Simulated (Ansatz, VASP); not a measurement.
## Hf2B2WS2N (HfN/WS2/HfB2): VASP beside Ansatz

One calculation is typed for both programs; each brings its own data sets and cutoff. How far apart do they land? The structure shown is the end of the VASP relaxation below.

Program: Ansatz 0.2.0. Level of theory: plane waves, with VASP 6.6.1 beside it; single point at PBE. Results are calculated unless marked as measured.

## 1. The structure

The cell holds 16 atoms: 4 Hf, 2 N, 4 S, 2 W and 4 B. Cell: a = 3.170 Å, b = 3.170 Å, c = 40.303 Å, α = 90.0°, β = 90.0°, γ = 120.0°. It derives from  (HfN/WS2/HfB2). Vacuum lies along c.

As a file:

```xyz
16
Lattice="3.1700 0.0000 0.0000 -1.5850 2.7453 0.0000 0.0000 0.0000 40.3033" Properties=species:S:1:pos:R:3
Hf    0.0000    1.8302    8.0149
Hf    0.0000    0.0000   10.8250
Hf    0.0000    1.8302   28.8154
Hf    0.0000    1.8302   32.2896
N     1.5850    0.9151    9.1843
N     0.0000    1.8302   11.6740
S     1.5850    0.9151   14.7877
S     1.5850    0.9151   17.9283
S     0.0000    1.8302   21.0882
S     0.0000    1.8302   24.2292
W     0.0000    1.8302   16.3602
W     1.5850    0.9151   22.6580
B     1.5850    0.9151   27.2072
B     0.0000    0.0000   27.2044
B     1.5850    0.9151   30.6066
B     0.0000    0.0000   30.6064
```

## 2. VASP: relaxation, PBE

This run makes the geometry at which the two programs are then compared.

Lines of VASP's logs that name or quote its potential files are left out, and so is its time.

File INCAR:

```
SYSTEM = Hf2B2WS2N
PREC = Normal
ENCUT = 400
EDIFF = 1E-05
NELM = 120
ISMEAR = -1
SIGMA = 0.1
LREAL = Auto
ALGO = Fast
GGA = PE
NBANDS = 53
LASPH = .TRUE.
LORBIT = 11
LWAVE = .FALSE.
LCHARG = .FALSE.
KPAR = 4
IBRION = 2
NSW = 60
ISIF = 2
EDIFFG = -0.03
POTIM = 0.4
MAXMIX = 40
IDIPOL = 3
LDIPOL = .TRUE.
DIPOL = 0.5 0.5 0.517
```

File POSCAR:

```
Hf2B2WS2N
1.0
    3.1700000000      0.0000000000      0.0000000000
   -1.5850000000      2.7453005300      0.0000000000
    0.0000000000      0.0000000000     40.3032860983
Hf N S W B
4 2 4 2 4
Direct
    0.3333333300      0.6666666700      0.1984949808
    0.0000000000      0.0000000000      0.2638585966
    0.3333333300      0.6666666700      0.7152964435
    0.3333333300      0.6666666700      0.8015050192
    0.6666666700      0.3333333300      0.2311767887
    0.3333333300      0.6666666700      0.2965404046
    0.6666666700      0.3333333300      0.3684948351
    0.6666666700      0.3333333300      0.4464041151
    0.3333333300      0.6666666700      0.5223284452
    0.3333333300      0.6666666700      0.6002377252
    0.3333333300      0.6666666700      0.4074494751
    0.6666666700      0.3333333300      0.5612830852
    0.6666666700      0.3333333300      0.6721921557
    0.0000000000      0.0000000000      0.6721921557
    0.6666666700      0.3333333300      0.7584007314
    0.0000000000      0.0000000000      0.7584007314
```

File KPOINTS:

```
Automatic mesh
0
Gamma
9 9 1
0 0 0
```

PAW data sets: Hf, N, S, W and B (PBE family, release 64).

Run with:

```
mpirun -np 4 vasp_std
```

Numbers of over 12 decimals in the logs are rounded to 6 here.

Log:

```text
[banner, memory and clock lines left out]
running    4 mpi-ranks, on    1 nodes
 distrk:  each k-point on    1 cores,    4 groups
 distr:  one band on    1 cores,    1 groups

 POSCAR found type information on POSCAR HfN S W B
 POSCAR found :  5 types and      16 ions
 LDA part: xc-table for (Slater+PW92), standard interpolation
 POSCAR, INCAR and KPOINTS ok, starting setup
 FFT: planning ... GRIDC
 FFT: planning ... GRID_SOFT
 FFT: planning ... GRID
 WAVECAR not read
 entering main loop
       N       E                     dE             d eps       ncg     rms          rms(c)
DAV:   1     0.323596641098E+03    0.32360E+03   -0.26589E+04  1280   0.951E+02
DAV:   2    -0.109581557273E+03   -0.43318E+03   -0.41213E+03  1671   0.223E+02
DAV:   3    -0.153356027487E+03   -0.43774E+02   -0.42657E+02  1611   0.726E+01
DAV:   4    -0.155296350115E+03   -0.19403E+01   -0.19287E+01  1824   0.149E+01
DAV:   5    -0.155350373761E+03   -0.54024E-01   -0.53947E-01  1808   0.253E+00    0.528E+01
RMM:   6    -0.444043093778E+03   -0.28869E+03   -0.21602E+02  1696   0.365E+01    0.416E+01
RMM:   7    -0.142196382924E+04   -0.97792E+03   -0.39668E+02  2100   0.769E+01    0.607E+01
RMM:   8    -0.554009368372E+03    0.86795E+03   -0.11726E+02  1677   0.307E+01    0.431E+01
RMM:   9    -0.448806157002E+03    0.10520E+03   -0.90795E+01  1487   0.228E+01    0.463E+01
RMM:  10    -0.370721580713E+03    0.78085E+02   -0.16330E+02  1685   0.289E+01    0.350E+01
RMM:  11    -0.211318412872E+03    0.15940E+03   -0.18721E+01  1326   0.134E+01    0.250E+01
RMM:  12    -0.178681861205E+03    0.32637E+02   -0.13018E+01  1443   0.870E+00    0.221E+01
RMM:  13    -0.164947898895E+03    0.13734E+02   -0.38692E+00  1589   0.464E+00    0.191E+01
RMM:  14    -0.151208354259E+03    0.13740E+02   -0.51694E+00  1407   0.484E+00    0.163E+01
[...]
RMM:  41    -0.134785000488E+03    0.28247E-02   -0.22839E-04  1292   0.316E-02    0.644E-01
RMM:  42    -0.134781604016E+03    0.33965E-02   -0.17188E-04  1240   0.266E-02    0.588E-01
RMM:  43    -0.134777163674E+03    0.44403E-02   -0.33534E-04  1478   0.362E-02    0.564E-01
RMM:  44    -0.134767669441E+03    0.94942E-02   -0.26389E-03  1956   0.939E-02    0.433E-01
RMM:  45    -0.134764642633E+03    0.30268E-02   -0.38336E-04  1532   0.389E-02    0.349E-01
RMM:  46    -0.134762603403E+03    0.20392E-02   -0.42977E-04  1527   0.380E-02    0.258E-01
RMM:  47    -0.134763714572E+03   -0.11112E-02   -0.13153E-04  1322   0.279E-02    0.311E-01
RMM:  48    -0.134761328053E+03    0.23865E-02   -0.20321E-03  1906   0.806E-02    0.170E-01
[...]
search vector abs. value=  0.106E-02
 bond charge predicted
       N       E                     dE             d eps       ncg     rms          rms(c)
DAV:   1    -0.136259517719E+03   -0.51501E-03   -0.10329E-01  1288   0.114E+00    0.121E-01
RMM:   2    -0.136259631943E+03   -0.11422E-03   -0.18205E-03  1282   0.152E-01    0.350E-01
RMM:   3    -0.136259931297E+03   -0.29935E-03   -0.69499E-04  1295   0.809E-02    0.325E-01
RMM:   4    -0.136259918099E+03    0.13198E-04   -0.25979E-04  1305   0.502E-02    0.259E-01
RMM:   5    -0.136259646205E+03    0.27189E-03   -0.24449E-04  1225   0.430E-02    0.104E-01
RMM:   6    -0.136259594708E+03    0.51496E-04   -0.25390E-04  1211   0.379E-02    0.525E-02
RMM:   7    -0.136259573186E+03    0.21522E-04   -0.47667E-05  1042   0.223E-02    0.440E-02
RMM:   8    -0.136259555924E+03    0.17263E-04   -0.24942E-05   929   0.141E-02    0.383E-02
RMM:   9    -0.136259554193E+03    0.17311E-05   -0.47280E-06   777   0.787E-03
  45 F= -.13625955E+03 E0= -.13613144E+03  d E =-.551146E-03
[... from here on, the cycles between the ionic steps are left out ...]
  46 F= -.13625962E+03 E0= -.13613161E+03  d E =-.621345E-03
  47 F= -.13626001E+03 E0= -.13613171E+03  d E =-.381468E-03
  48 F= -.13626003E+03 E0= -.13613173E+03  d E =-.409192E-03
  49 F= -.13626049E+03 E0= -.13613223E+03  d E =-.461078E-03
  50 F= -.13626069E+03 E0= -.13613243E+03  d E =-.659398E-03
  51 F= -.13626072E+03 E0= -.13613247E+03  d E =-.687264E-03
  52 F= -.13626073E+03 E0= -.13613245E+03  d E =-.692552E-03
  53 F= -.13626106E+03 E0= -.13613291E+03  d E =-.334841E-03
  54 F= -.13626106E+03 E0= -.13613305E+03  d E =-.331189E-03
  55 F= -.13626122E+03 E0= -.13613328E+03  d E =-.162874E-03
  56 F= -.13626125E+03 E0= -.13613332E+03  d E =-.196413E-03
  57 F= -.13626125E+03 E0= -.13613330E+03  d E =-.196632E-03
  58 F= -.13626132E+03 E0= -.13613342E+03  d E =-.623399E-04
 trial-energy change:   -0.000062  1 .order   -0.000042   -0.000111    0.000028
 step:   0.6765(harm=  0.6765)  dis= 0.00064  next Energy=  -136.261298 (dE=-0.445E-04)
 bond charge predicted
       N       E                     dE             d eps       ncg     rms          rms(c)
DAV:   1    -0.136261306022E+03    0.12840E-05   -0.28087E-04  1521   0.595E-02    0.105E-02
RMM:   2    -0.136261301918E+03    0.41038E-05   -0.12826E-05   709   0.126E-02
  59 F= -.13626130E+03 E0= -.13613346E+03  d E =-.479611E-04
 curvature:  -0.52 expect dE=-0.340E-04 dE for cont linesearch -0.384E-05
 trial: gam= 0.14374 g(F)=  0.649E-04 g(S)=  0.000E+00 ort = 0.387E-04 (trialstep = 0.813E+00)
 search vector abs. value=  0.803E-04
 reached required accuracy - stopping structural energy minimisation
```

Parts of OUTCAR (step 2):

```text
ion  position               nearest neighbor table
   1  0.333  0.667  0.198-   5 2.25   5 2.25   5 2.25   2 3.21   2 3.21   2 3.21
   2  0.000  0.000  0.264-   5 2.25   6 2.25   5 2.25   5 2.25   6 2.25   6 2.25   1 3.21   1 3.21
                             1 3.21
   3  0.333  0.667  0.715-  14 2.52  13 2.52  13 2.52  16 2.52  15 2.52  15 2.52  14 2.52  14 2.52
                            16 2.52  16 2.52  13 2.52  15 2.52   4 3.47
   4  0.333  0.667  0.802-  16 2.52  15 2.52  15 2.52  16 2.52  16 2.52  15 2.52   3 3.47
   5  0.667  0.333  0.231-   1 2.25   2 2.25   1 2.25   2 2.25   2 2.25   1 2.25
   6  0.333  0.667  0.297-   2 2.25   2 2.25   2 2.25
   7  0.667  0.333  0.368-  11 2.41  11 2.41  11 2.41
   8  0.667  0.333  0.446-  11 2.41  11 2.41  11 2.41
   9  0.333  0.667  0.522-  12 2.41  12 2.41  12 2.41
  10  0.333  0.667  0.600-  12 2.41  12 2.41  12 2.41
  11  0.333  0.667  0.407-   7 2.41   8 2.41   7 2.41   8 2.41   7 2.41   8 2.41
  12  0.667  0.333  0.561-   9 2.41  10 2.41   9 2.41  10 2.41   9 2.41  10 2.41
  13  0.667  0.333  0.672-  14 1.83  14 1.83  14 1.83   3 2.52   3 2.52   3 2.52
  14  0.000  0.000  0.672-  13 1.83  13 1.83  13 1.83   3 2.52   3 2.52   3 2.52
  15  0.667  0.333  0.758-  16 1.83  16 1.83  16 1.83   4 2.52   4 2.52   3 2.52   3 2.52   4 2.52
                             3 2.52
  16  0.000  0.000  0.758-  15 1.83  15 1.83  15 1.83   4 2.52   3 2.52   4 2.52   4 2.52   3 2.52
                             3 2.52

  LATTYP: Found a hexagonal cell.
 ALAT       =     3.1700000000
 C/A-ratio  =    12.7139703780

 Subroutine GETGRP returns: Found  6 space group operations
 (whereof  6 operations were pure point group operations)

The static configuration has the point symmetry C_3v.

 Found     12 irreducible k-points:

   k-points           NKPTS =     12   k-points in BZ     NKDIM =     12   number of bands    NBANDS=     53

   dimension x,y,z NGX =    16 NGY =   16 NGZ =  200
   dimension x,y,z NGXF=    32 NGYF=   32 NGZF=  400

   ENCUT  =  400.0 eV  29.40 Ry    5.42 a.u.   5.17  5.17 65.72*2*pi/ulx,y,z

   NELECT =      74.0000    total number of electrons

 k-points in reciprocal lattice and weights: Automatic mesh
   0.00000000  0.00000000  0.00000000       0.012
   0.11111111 -0.00000000  0.00000000       0.074
   0.22222222  0.00000000  0.00000000       0.074
   0.33333333  0.00000000  0.00000000       0.074
   0.44444444  0.00000000  0.00000000       0.074
   0.11111111  0.11111111  0.00000000       0.074
   0.22222222  0.11111111  0.00000000       0.148
   0.33333333  0.11111111  0.00000000       0.148
   0.44444444  0.11111111  0.00000000       0.074
   0.22222222  0.22222222  0.00000000       0.074
   0.33333333  0.22222222  0.00000000       0.148
   0.33333333  0.33333333  0.00000000       0.025

 dipolmoment           0.000000      0.000000     -0.015684 electrons x Angstroem

 average (electrostatic) potential at core
       1 -39.4797       2 -38.2213       3 -37.9732       4 -38.9687       5 -67.1922
       6 -65.1814       7 -89.3390       8 -89.4091       9 -89.5002      10 -89.5071
      11 -43.6376      12 -43.7406      13 -29.2807      14 -29.2843      15 -30.1310
      16 -30.1294

 E-fermi :   2.3034

 k-point     1 :       0.0000    0.0000    0.0000
  band No.  band energies     occupation
    ...
     32       1.4486      1.99961
     33       1.7951      1.98768
     34       1.7951      1.98768
     35       1.8811      1.97110
     36       2.3151      0.94130
     37       2.6001      0.09790
     38       3.6714      0.00000
     39       3.6714      0.00000
     40       3.8251      0.00000
     41       4.2756      0.00000
    ...

 k-point     2 :       0.1111   -0.0000    0.0000
  band No.  band energies     occupation
    ...
     33       1.3957      1.99977
     34       1.4237      1.99970
     35       1.7892      1.98837
     36       2.1062      1.75557
     37       2.3526      0.75858
     38       3.3681      0.00005
     39       3.4422      0.00002
     40       3.9347      0.00000
     41       4.0633      0.00000
     42       4.2223      0.00000
    ...

 k-point     3 :       0.2222    0.0000    0.0000
  band No.  band energies     occupation
    ...
     33       1.0762      1.99999
     34       1.3202      1.99989
     35       1.3978      1.99977
     36       1.5925      1.99837
     37       1.7533      1.99186
     38       2.5922      0.10549
     39       2.6550      0.05770
     40       3.9559      0.00000
     41       4.0158      0.00000
     42       4.2561      0.00000
    ...

  Total        1.5762093      1.5762093      0.5779267      0.0000000      0.0000000      0.0000000
  in kB        7.2000390      7.2000390      2.6399379      0.0000000      0.0000000      0.0000000
  external PRESSURE =       5.6800053 kB  Pullay stress =       0.0000000 kB

  energy-cutoff  :      400.00
  volume of cell :      350.74
      direct lattice vectors                 reciprocal lattice vectors
     3.170000000  0.000000000  0.000000000     0.315457413  0.182129422  0.000000000
    -1.585000000  2.745300530  0.000000000     0.000000000  0.364258845  0.000000000
     0.000000000  0.000000000 40.303286098     0.000000000  0.000000000  0.024811873

 POSITION                                       TOTAL-FORCE (eV/Angst)
 -----------------------------------------------------------------------------------
     -0.00000      1.83020      8.01490        -0.000000      0.000000      0.003443
     -0.00000      0.00000     10.82499        -0.000000     -0.000000      0.028918
     -0.00000      1.83020     28.81541         0.000000     -0.000000      0.008614
     -0.00000      1.83020     32.28963         0.000000     -0.000000     -0.010396
      1.58500      0.91510      9.18433        -0.000000      0.000000      0.001248
     -0.00000      1.83020     11.67403        -0.000000     -0.000000      0.000174
      1.58500      0.91510     14.78775        -0.000000     -0.000000     -0.007975
      1.58500      0.91510     17.92834         0.000000      0.000000     -0.009748
     -0.00000      1.83020     21.08825         0.000000      0.000000      0.000164
     -0.00000      1.83020     24.22921        -0.000000     -0.000000      0.002172
     -0.00000      1.83020     16.36022         0.000000     -0.000000     -0.021639
      1.58500      0.91510     22.65797         0.000000     -0.000000      0.000440
      1.58500      0.91510     27.20722         0.000000     -0.000000      0.003692
      0.00000      0.00000     27.20443         0.000000     -0.000000      0.002061
      1.58500      0.91510     30.60658         0.000000     -0.000000     -0.000198
     -0.00000      0.00000     30.60643         0.000000     -0.000000     -0.000969
 -----------------------------------------------------------------------------------
    total drift:                               -0.000066     -0.000052      0.109630

  FREE ENERGIE OF THE ION-ELECTRON SYSTEM (eV)
  ---------------------------------------------------
  free  energy   TOTEN  =      -136.2613019185 eV

  energy  without entropy=     -136.0056129350  energy(sigma->0) =     -136.13345743

 reached required accuracy - stopping structural energy minimisation

 vacuum level on the upper side and lower side of the slab         6.613         6.924

 total charge
# of ion       s       p       d       tot
------------------------------------------
    1        0.551   0.641   2.082   3.275
    2        0.568   0.803   2.521   3.891
    3        0.501   0.745   2.453   3.700
    4        0.542   0.538   2.133   3.212
    5        1.262   2.420   0.000   3.682
    6        1.291   2.441   0.000   3.732
    7        1.363   2.350   0.000   3.713
    8        1.359   2.361   0.000   3.721
    9        1.360   2.359   0.000   3.719
   10        1.365   2.341   0.000   3.706
   11        0.565   0.711   4.245   5.522
   12        0.565   0.711   4.246   5.522
   13        0.680   1.159   0.000   1.839
   14        0.680   1.158   0.000   1.838
   15        0.662   1.249   0.000   1.910
   16        0.662   1.249   0.000   1.911
--------------------------------------------------
tot         13.977  23.234  17.681  54.891

[... 3 further parts left out ...]
```

This run has no spin polarisation, so a moment on W, if there is one, isn't seen. The data sets Hf and W keep the semicore shell frozen, which is cheaper and a little less accurate. The run keeps the 6 symmetry operations of its start, so it cannot find a distortion of lower symmetry.

[end of part 1 of 2]

[Lines on the potential files, build, host, timing and source positions are cut from VASP's logs without a mark.]

[Logs are printed without paths, hosts, clocks, repeated set-up lines and the standing remarks that a program may print on its own settings, such as how far it seeks lower states.]

[Hosts, paths, dates, database ids (printed as entryN), source tags and the programs' standing remarks are cut or masked in the printed files.]
